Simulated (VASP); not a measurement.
# Al18NO in VASP: notebook

One slab, Al18NO, is run at these levels: PBE; tasks: single point.

Everything below comes from runs of VASP 6.6.1. Logs are shortened: lines on timing, memory, paths and dates and some standing lists are left out, and cuts for length are marked.

## 1. The structure

The cell holds a slab with vacuum, 20 atoms: a = 12.150 Å, b = 5.728 Å, c = 15.864 Å, α = 90.00°, β = 90.00°, γ = 90.00°.

The cell was built by a generator and needn't be a form met in nature.

## 2. Single point, PBE

File INCAR:

```
  PREC = Accurate
  ENCUT = 520
  EDIFF = 1E-6
  ISMEAR = -1
  SIGMA = 0.15
  LREAL = Auto
  LASPH = True
  NELM = 100
  ALGO = Normal
  ISIF = 2
  LWAVE = False
  LCHARG = True
  GGA = PE
  LELF = True
  LVHAR = True
  NBANDS = 48
```

File KPOINTS:

```
regular mesh
0
Gamma
  1 2 1
```

File POSCAR:

```
Al18NO
1.0
   12.1500000000      0.0000000000      0.0000000000
    0.0000000000      5.7275650000      0.0000000000
    0.0000000000      0.0000000000     15.8637820000
Al N O
18 1 1
Direct
    0.0000000000      0.0000000000      0.0630366706
    0.3333333333      0.0000000000      0.0630366706
    0.6666666667      0.0000000000      0.0630366706
    0.0000000000      0.5000030554      0.0630366706
    0.3333333333      0.5000030554      0.0630366706
    0.6666666667      0.5000030554      0.0630366706
    0.1856543210      0.3048066674      0.1570873831
    0.4813991770      0.2247726564      0.1573143151
    0.8460823045      0.2564440561      0.1551206389
    0.1754485597      0.7766302085      0.1594323472
    0.4835390947      0.7429160560      0.1763955153
    0.8460164609      0.7307468357      0.1391093246
    0.0137119342     -0.0365425796      0.2352906766
    0.3354814815      0.0332078292      0.2537415101
    0.6668806584     -0.0199037462      0.2355932526
    0.0085761317      0.5267159779      0.2357130223
    0.3173744856      0.5385010908      0.2734845953
    0.6652757202      0.5270826259      0.2428424697
    0.9427901235      0.2444494301      0.2575363176
    0.6584609053      0.2488841244      0.2860982331
```

Potentials or basis: VASP PAW PBE potentials, release 64 (Al, N, O).

The run is started by

```console
> cat potpaw_PBE.64/Al/POTCAR potpaw_PBE.64/N/POTCAR potpaw_PBE.64/O/POTCAR > POTCAR
> mpirun -np 1 vasp_std > vasp.out
```

OUTCAR:

```text
PREC = Accurate
   ENCUT = 520
   EDIFF = 1E-6
   ISMEAR = -1
   LREAL = Auto
   LASPH = True
   NELM = 100
   ISIF = 2
   GGA = PE

 ion  position               nearest neighbor table
   1  0.000  0.000  0.063-  12 2.71  13 2.75   9 2.79   4 2.86   4 2.86  10 2.92   7 3.22
   2  0.333  0.000  0.063-   8 2.67  10 2.77   5 2.86   5 2.86   7 2.91  11 2.96  14 3.03
   3  0.667  0.000  0.063-  15 2.74   6 2.86   6 2.86  12 2.93   8 2.99   9 3.01  11 3.22
   4  0.000  0.500  0.063-  12 2.59  16 2.75   9 2.75   1 2.86   1 2.86   7 2.93  10 3.06
   5  0.333  0.500  0.063-   7 2.59   8 2.82   2 2.86   2 2.86  11 2.92  10 2.92  17 3.35
   6  0.667  0.500  0.063-  12 2.82  18 2.86   3 2.86   3 2.86   9 2.97   8 3.13  11 3.18
   7  0.186  0.305  0.157-   5 2.59  10 2.71  17 2.79  16 2.79  14 2.84   2 2.91   4 2.93  10 3.03
                            13 3.12   1 3.22
   8  0.481  0.225  0.157-  14 2.59   2 2.67  11 2.78   5 2.82  15 2.93  11 2.98   3 2.99   6 3.13
                            18 3.14  17 3.26
   9  0.846  0.256  0.155-  19 2.01  12 2.73   4 2.75   1 2.79  16 2.82  13 2.93   6 2.97  15 2.98
                             3 3.01  12 3.02  18 3.03
  10  0.175  0.777  0.159-  13 2.54   7 2.71  16 2.76   2 2.77  17 2.85  14 2.86   1 2.92   5 2.92
                             7 3.03   4 3.06
  11  0.484  0.743  0.176-  14 2.74  18 2.74  15 2.77   8 2.78  17 2.80   5 2.92   2 2.96   8 2.98
                             6 3.18   3 3.22
  12  0.846  0.731  0.139-   4 2.59   1 2.71   9 2.73  16 2.76   6 2.82  13 2.87   3 2.93  18 2.98
[... 8 lines left out ...]
  17  0.317  0.539  0.273-   7 2.79  11 2.80  10 2.85  14 2.86  14 2.92   8 3.26   5 3.35
  18  0.665  0.527  0.243-  20 1.74  15 2.60  11 2.74   6 2.86  12 2.98   9 3.03  15 3.14   8 3.14

  19  0.943  0.244  0.258-  16 1.84  13 1.86   9 2.01
  20  0.658  0.249  0.286-  18 1.74  15 1.74

  LATTYP: Found a simple orthorhombic cell.
 ALAT       =     5.7275650000
 B/A-ratio  =     2.1213203167
 C/A-ratio  =     2.7697253545

  Lattice vectors:

 A1 = (   0.0000000000,  -5.7275650000,   0.0000000000)
 A2 = (  12.1500000000,   0.0000000000,   0.0000000000)
 A3 = (   0.0000000000,   0.0000000000,  15.8637820000)

Analysis of symmetry for initial positions (statically):
=====================================================================
 Subroutine PRICEL returns:
 Original cell was already a primitive cell.

 Routine SETGRP: Setting up the symmetry group for a
 simple orthorhombic supercell.

 Subroutine GETGRP returns: Found  1 space group operations
[... 142 lines left out ...]
   NUPDOWN=      -1.0000    fix difference up-down
   EMIN   =  10.00;   EMAX   =-10.00  energy-range for DOS
   EFERMI =   0.00;   METHOD = LEGACY
   ISMEAR =    -1;   SIGMA  =   0.15  broadening in eV -4-tet -1-fermi 0-gaus
   EFERMI_NEDOS =   21; number of points for ismear=-14 and -15
   IALGO  =     38    algorithm
   IMIX   =      4    mixing-type and parameters
     AMIX     =   0.40;   BMIX     =  1.00
     AMIX_MAG =   1.60;   BMIX_MAG =  1.00
  volume/ion in A,a.u.               =      55.20       372.49
  Fermi-wavevector in a.u.,A,eV,Ry     =   0.636886  1.203540  5.518844  0.405624
  Thomas-Fermi vector in A             =   1.701707
   LORBIT       =      0    0 simple, 1 ext, 2 COOP (PROOUT), +10 PAW based schemes
   GGA     = PE    functional components
   LHFCALC =     F    Hartree Fock is set to
   AEXX    =    0.0000 exact exchange contribution
   IVDW    =     0    specifies the selected vdW correction
   LEPSILON=     F    determine dielectric tensor
   LRPA    =     F    only Hartree local field effects (RPA)
 non-spin polarized calculation
  energy-cutoff  :      520.00
  volume of cell :     1103.96
 maximum number of plane-waves:     29722
 NGX is ok and might be reduce to    90
   NGX = 45   NGY = 21   NGZ = 59

 number of electron      65.0000005 magnetization

 Free energy of the ion-electron system (eV)
  ---------------------------------------------------
  ext. energy  EPLUGINS =         0.00000000
  ---------------------------------------------------
  free energy    TOTEN  =       -76.13207106 eV

  energy without entropy =      -75.56243281  energy(sigma->0) =      -75.84725193

 E-fermi :  -0.9506     XC(G=0):  -4.1285

 val. band max:       -1.0050014739   @ k =   0.0000   0.5000   0.0000
 cond. band min:      -0.6893241997   @ k =   0.0000   0.5000   0.0000
 fundamental gap:      0.3156772742
 Fermi energy:        -0.9506223905

 k-point     1 :       0.0000    0.0000    0.0000
  band No.  band energies     occupation
      1     -19.8626      2.00000
      2     -15.2970      2.00000
      3     -10.1756      2.00000
      4      -9.3187      2.00000
      5      -9.1300      2.00000
      6      -7.4533      2.00000
[... 36 lines left out ...]
     43       1.3100      0.00000
     44       1.4027      0.00000

 k-point     2 :       0.0000    0.5000    0.0000
  band No.  band energies     occupation
      1     -19.8588      2.00000
      2     -15.2706      2.00000
      3      -9.5632      2.00000
      4      -9.0274      2.00000
      5      -8.6049      2.00000
      6      -8.4286      2.00000
[... 36 lines left out ...]
     43       1.1245      0.00000
     44       1.1994      0.00000
 [bands above 44 left out]

------------------------ aborting loop because EDIFF is reached ----------------------------------------

  FORCE on cell =-STRESS in cart. coord.  units (eV):
  Direction    XX          YY          ZZ          XY          YZ          ZX
  --------------------------------------------------------------------------------------
  -------------------------------------------------------------------------------------
  Total        3.4904914    -26.6907972      2.3173558      1.0630681     -0.7460025     -3.0132845
  in kB        5.0657542    -38.7363852      3.3631812      1.5428319     -1.0826742     -4.3731833
  external PRESSURE =     -10.1024833 kB  Pullay stress =       0.0000000 kB

 VOLUME and BASIS-vectors are now :
 -----------------------------------------------------------------------------
  energy-cutoff  :      520.00
  volume of cell :     1103.96
      direct lattice vectors                 reciprocal lattice vectors
    12.150000000  0.000000000  0.000000000     0.082304527  0.000000000  0.000000000
     0.000000000  5.727565000  0.000000000     0.000000000  0.174594265  0.000000000
     0.000000000  0.000000000 15.863782000     0.000000000  0.000000000  0.063036671

 POSITION                                       TOTAL-FORCE (eV/Angst)
 -----------------------------------------------------------------------------------
      0.00000      0.00000      1.00000         0.384273     -0.342679     -0.378970
      4.05000      0.00000      1.00000        -0.169883     -0.331298     -0.359997
      8.10000      0.00000      1.00000        -0.053410     -0.109496      0.115871
      0.00000      2.86380      1.00000         0.544097      0.245228     -0.680591
      4.05000      2.86380      1.00000         0.470739      0.606544     -0.484133
      8.10000      2.86380      1.00000        -0.174801      0.050648      0.307782
[... 12 lines left out ...]
     11.45490      1.40010      4.08550        -0.427413     -0.310752     -1.324778
      8.00030      1.42550      4.53860         0.108822      0.026932      0.018534
 -----------------------------------------------------------------------------------
    total drift:                               -0.005874     -0.003164     -0.026460

  FREE ENERGIE OF THE ION-ELECTRON SYSTEM (eV)
  ---------------------------------------------------
  free  energy   TOTEN  =       -76.1320710552 eV

  energy  without entropy=      -75.5624328107  energy(sigma->0) =      -75.84725193
```

OSZICAR:

```text
N       E                     dE             d eps       ncg     rms          rms(c)
DAV:   1     0.294612509360E+03    0.29461E+03   -0.18873E+04   192   0.932E+02
DAV:   2    -0.227902328982E+02   -0.31740E+03   -0.29923E+03   264   0.169E+02
DAV:   3    -0.826657573486E+02   -0.59876E+02   -0.58159E+02   288   0.649E+01
[... 16 lines left out ...]
DAV:  20    -0.761319963784E+02   -0.14806E-03   -0.74707E-06   208   0.839E-03    0.232E-03
DAV:  21    -0.761320592631E+02   -0.62885E-04   -0.39736E-06   192   0.542E-03    0.103E-03
DAV:  22    -0.761320691125E+02   -0.98495E-05   -0.76455E-07   168   0.353E-03    0.415E-04
DAV:  23    -0.761320706962E+02   -0.15837E-05   -0.22395E-07   152   0.165E-03    0.470E-04
DAV:  24    -0.761320710552E+02   -0.35898E-06   -0.57880E-08   144   0.989E-04
   1 F= -.76132071E+02 E0= -.75847252E+02  d E =-.569638E+00
```

Wall time 4.3 min (1 thread of Intel Xeon Platinum 8259CL at 2.50GHz (Skylake/Cascade Lake), shared host); peak memory 0.95 GiB.

What came out:

| Quantity | Value |
| --- | --- |
| Free energy | -76.1321 eV |
| Largest force | 1.426 eV/Å |
| Band gap on the k mesh | none (metal or under the smearing width) |

Forces on the atoms (eV/Å):
```
Al   0.384 -0.343 -0.379
Al  -0.170 -0.331 -0.360
Al  -0.053 -0.109  0.116
Al   0.544  0.245 -0.681
Al   0.471  0.607 -0.484
Al  -0.175  0.051  0.308
Al  -0.478 -0.799  0.348
Al   0.771  0.714 -0.122
Al   0.461 -0.437  0.677
Al   0.272  0.190 -0.199
Al   0.451 -0.327 -0.043
Al  -1.003  0.649  0.249
Al  -0.682  0.912  0.623
Al  -0.582 -0.135  0.651
Al  -0.060 -0.545  0.314
Al  -0.026 -0.326  0.629
Al   0.198 -0.134 -0.286
Al  -0.006  0.403 -0.054
N   -0.427 -0.311 -1.325
O    0.109  0.027  0.019
```

Caveat: the k mesh is coarse (spacing up to 0.55 Å⁻¹), so the values aren't converged; an odd number of electrons without spin polarisation forces a metal; a magnetic or distorted state may lie lower.

## 3. Single point, PBE

File INCAR:

```
PREC     = Accurate       # precision mode
ENCUT    = 520            # plane-wave cutoff, eV
EDIFF    = 1E-7           # SCF threshold, eV
ISMEAR   = -1             # smearing method
SIGMA    = 0.15           # smearing width, eV
LREAL    = Auto         
LASPH    = T              # aspherical terms in the spheres
NELM     = 100            # most SCF steps
ALGO     = Normal         # electronic algorithm
ISIF     = 2              # what is computed and relaxed
LWAVE    = F              # write WAVECAR
LCHARG   = F              # write CHGCAR
GGA      = PE             # functional
NBANDS   = 48             # bands
```

File KPOINTS:

```
Automatic mesh
0
Gamma
  1 2 1
```

File POSCAR:

```
Al18NO
1.0
   12.1500000000      0.0000000000      0.0000000000
    0.0000000000      5.7275650000      0.0000000000
    0.0000000000      0.0000000000     15.8637820000
Al N O
18 1 1
Direct
    0.0000000000      0.0000000000      0.0630366706
    0.3333333333      0.0000000000      0.0630366706
    0.6666666667      0.0000000000      0.0630366706
    0.0000000000      0.5000030554      0.0630366706
    0.3333333333      0.5000030554      0.0630366706
    0.6666666667      0.5000030554      0.0630366706
    0.1748724280      0.3129951384      0.1518049101
    0.4843539095      0.2300803221      0.1464909187
    0.8611522634      0.2703766784      0.1573899591
    0.1803621399      0.7952768759      0.1642924745
    0.4825020576      0.7299437021      0.1691336908
    0.8345761317      0.7608119681      0.1396577437
    0.0221975309     -0.0163420232      0.2306259630
    0.3443786008      0.0689821940      0.2553111232
    0.6686748971     -0.0210909872      0.2473937173
    0.0144609053      0.5097279559      0.2420734223
    0.3113251029      0.5760912360      0.2632411363
    0.6426090535      0.5223511213      0.2436430354
    0.9247572016      0.2446764026      0.2624468743
    0.6802716049      0.2676180890      0.2933663612
```

Potentials or basis: VASP PAW PBE potentials, release 64 (Al, N, O).

The run is started by

```console
> cat potpaw_PBE.64/Al/POTCAR potpaw_PBE.64/N/POTCAR potpaw_PBE.64/O/POTCAR > POTCAR
> mpirun -np 1 vasp_std > vasp.out
```

Wall time 5 min (1 thread of Intel Xeon Platinum 8259CL at 2.50GHz (Skylake/Cascade Lake), shared host); peak memory 0.96 GiB.

Results (log left out):

```
Free energy            : -75.5396 eV
Largest force          : 2.355 eV/Å
Band gap on the k mesh : none (metal or under the smearing width)
```

Forces on the atoms (eV/Å):
```
Al   0.240 -0.540 -0.655
Al  -0.284 -0.156 -0.495
Al   0.030 -0.049  0.262
Al   0.202  0.854 -0.551
Al   0.103  0.441 -0.517
Al   0.010  0.082  0.245
Al   0.240 -0.731  0.361
Al   0.903  0.314  0.074
Al  -1.337 -0.418 -0.283
Al   0.177  0.038 -0.556
Al   0.277  0.415  0.036
Al  -0.158 -0.065  0.044
Al  -1.747  0.784  1.372
Al  -0.548 -0.172  0.406
Al   0.025  0.730  0.316
Al  -0.337  0.424  0.524
Al   0.481 -0.619  0.391
Al   0.456  0.341  0.204
N    1.692 -0.350 -0.670
O   -0.426 -1.323 -0.508
```

Levels at points of the mesh, in eV from the Fermi level:
```tsv
k point	band 28	band 29	band 30	band 31	band 32	band 33	band 34	band 35	band 36	band 37
(0.00, 0.00, 0.00)	-1.24	-1.20	-1.04	-0.96	-0.91	-0.46	-0.12	0.33	0.72	0.85
(0.00, 0.50, 0.00)	-0.63	-0.36	-0.35	-0.13	0.00	0.20	0.53	0.72	0.75	1.29
```

Caveat: the k mesh is coarse (spacing up to 0.55 Å⁻¹), so the values aren't converged; an odd number of electrons without spin polarisation forces a metal; a magnetic or distorted state may lie lower.

## 4. Single point, PBE

File INCAR:

```
PREC = Accurate
ENCUT = 520
EDIFF = 1E-6
ISMEAR = -1
SIGMA = 0.15
LREAL = Auto
LASPH = True
NELM = 100
ALGO = Fast
ISIF = 2
LWAVE = False
LCHARG = True
GGA = PE
LELF = True
LVHAR = True
NBANDS = 48
```

File KPOINTS:

```
regular mesh
0
Gamma
  1 2 1
```

File POSCAR:

```
Al18NO
1.0
   12.1500000000      0.0000000000      0.0000000000
    0.0000000000      5.7275650000      0.0000000000
    0.0000000000      0.0000000000     15.8637820000
Al N O
18 1 1
Direct
    0.0000000000      0.0000000000      0.0630366706
    0.3333333333      0.0000000000      0.0630366706
    0.6666666667      0.0000000000      0.0630366706
    0.0000000000      0.5000030554      0.0630366706
    0.3333333333      0.5000030554      0.0630366706
    0.6666666667      0.5000030554      0.0630366706
    0.1815555556      0.2685958169      0.1521011824
    0.4800905350      0.2532315216      0.1408617441
    0.8608724280      0.2644404734      0.1502731190
    0.1886913580      0.7972672506      0.1637125371
    0.4798436214      0.7325451566      0.1634477831
    0.8378106996      0.7663640657      0.1363924441
    0.0133497942     -0.0215623917      0.2309726647
    0.3364691358      0.0538099524      0.2633861207
    0.6867407407     -0.0403661940      0.2485725031
    0.0296625514      0.5272223013      0.2424705534
    0.3199423868      0.5758468040      0.2680445306
    0.6337942387      0.5397407101      0.2470848377
    0.9460987654      0.2618739377      0.2572715636
    0.6643621399      0.2573868651      0.2778719476
```

The run is started by

```console
> cat potpaw_PBE.64/Al/POTCAR potpaw_PBE.64/N/POTCAR potpaw_PBE.64/O/POTCAR > POTCAR
> mpirun -np 1 vasp_std > vasp.out
```

Wall time 4.3 min (1 thread of Intel Xeon Platinum 8259CL at 2.50GHz (Skylake/Cascade Lake), shared host); peak memory 0.98 GiB.

Results (log left out):

```
Free energy            : -75.7844 eV
Largest force          : 1.353 eV/Å
Band gap on the k mesh : none (metal or under the smearing width)
```

Forces on the atoms (eV/Å):
```
Al   0.633 -0.574 -0.784
Al  -0.113 -0.331 -0.581
Al  -0.154 -0.169  0.250
Al   0.815  0.847 -0.496
Al  -0.420  0.697 -0.625
Al  -0.031  0.264  0.251
Al  -0.359  0.311  0.271
Al   1.030 -0.315  0.625
Al  -0.536 -0.063  1.240
Al  -0.536 -0.445 -0.238
Al   0.551  0.734 -0.028
Al  -0.280 -0.172  0.226
Al  -0.546  0.222  0.804
Al   0.093  0.294 -0.132
Al  -0.295  1.239  0.101
Al  -0.296  0.126  0.068
Al   0.245 -0.854  0.119
Al   0.432 -0.591  0.281
N   -0.303 -0.296 -1.190
O    0.069 -0.925 -0.161
```

Levels at points of the mesh, in eV from the Fermi level:
```
           k point  band 28  band 29  band 30  band 31  band 32  band 33  band 34  band 35  band 36  band 37
(0.00, 0.00, 0.00)    -1.28    -1.24    -1.17    -1.03    -0.78    -0.38     0.00     0.51     0.66     0.92
(0.00, 0.50, 0.00)    -0.79    -0.46    -0.42    -0.15    -0.14     0.30     0.42     0.57     0.94     1.25
```

Caveat: the k mesh is coarse (spacing up to 0.55 Å⁻¹), so the values aren't converged; an odd number of electrons without spin polarisation forces a metal; a magnetic or distorted state may lie lower.

(Part 1 of 2 ends here.)
